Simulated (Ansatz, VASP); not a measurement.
# One calculation of BaMg6Cu, two programs

File INCAR:

```
SYSTEM = BaMg6Cu
PREC = Accurate ; ENCUT = 550
EDIFF = 1E-6 ; ISMEAR = 0
SIGMA = 0.1 ; LREAL = .FALSE.
LASPH = .TRUE. ; NELM = 100
ALGO = Normal ; ISIF = 2
LWAVE = .FALSE. ; LCHARG = .TRUE.
GGA = CA ; LELF = .TRUE.
LVHAR = .TRUE.
```

KPOINTS

```
Automatic mesh
0
G
  6 5 5
  0 0 0
```

Contents of POSCAR:

```
BaMg6Cu
1.0
    4.9893600000      0.0000000000      0.0000000000
    0.0000000000      3.0416570000      7.0093915000
    0.0000000000     -3.0416570000      7.0093915000
Ba Cu Mg
1 1 6
Cartesian
    2.4946800000      0.0000000000      9.9055739363
    2.4946800000      0.0000000000      1.3716958602
    0.0000000000      0.0000000000     12.2482948198
    0.0000000000      0.0000000000      4.0619283555
    0.0000000000     -1.5771721543      8.0422814127
    0.0000000000      1.5771721543      8.0422814127
    2.4946800000     -1.4803257954      6.2015170733
    2.4946800000      1.4803257954      6.2015170733
```

Contents of input.yaml:

```yaml
crystal:
  lattice:
    - [4.98936, 0.0, 0.0]
    - [0.0, 3.041657, 7.0093915]
    - [0.0, -3.041657, 7.0093915]
  atoms:
    - { symbol: Ba, position: [0.5, 0.706593, 0.706593] }
    - { symbol: Cu, position: [0.5, 0.097847, 0.097847] }
    - { symbol: Mg, position: [0.0, 0.873706, 0.873706] }
    - { symbol: Mg, position: [0.0, 0.289749, 0.289749] }
    - { symbol: Mg, position: [0.0, 0.314417, 0.832941] }
    - { symbol: Mg, position: [0.0, 0.832941, 0.314417] }
    - { symbol: Mg, position: [0.5, 0.19903, 0.685714] }
    - { symbol: Mg, position: [0.5, 0.685714, 0.19903] }
hamiltonian:
  xc: lda
  pseudopotentials: { kind: paw }
kpoints:
  mp_grid: { grid: [6, 5, 5] }
scf:
  occupations: { method: gaussian, width: 0.1 }
output:
  forces: true
  stress: true
  eigenvalues: true
```

The cell comes from a database or a generator and needn't be the stable form of this composition.

Alike in both runs: task single point; functional LDA; k mesh 6 × 5 × 5; occupations gaussian, width 0.1 eV; no spin polarisation.

|  | VASP | Ansatz |
| --- | --- | --- |
| version | VASP 6.6.1 | Ansatz 0.2.0 |
| potentials or method | VASP PAW LDA potentials, release 64 (Ba_sv_GW, Cu_GW, Mg_GW) | Ansatz PAW |
| plane-wave cutoff (eV) | 550 | 420 |
| valence electrons in the cell | 33 | 89 |

VASP gave:

```
gap on the k mesh at the Fermi level (eV)       : none
pressure (GPa)                                  : -2.3
largest component of the traceless stress (GPa) : 0.16
rms of the force components (eV/Å)              : 0.063
```

Task: Estimate Ansatz's values.

Result: gap on the k mesh at the Fermi level (eV): none; pressure (GPa): -2.2; largest component of the traceless stress (GPa): 0.17; rms of the force components (eV/Å): 0.065.

Atom by atom the forces differ by 0.002 eV/Å (rms over components). A gap of «none» marks a metal or a gap that the smearing closes. The two sets of potentials don't hold the same shells in valence.

Caveats: the PAW data sets come from PBE, with cores solved anew for the run's functional, which leaves a small shift of forces and pressure (Ansatz). The runs have no spin-orbit coupling, so splittings on Ba are missing.
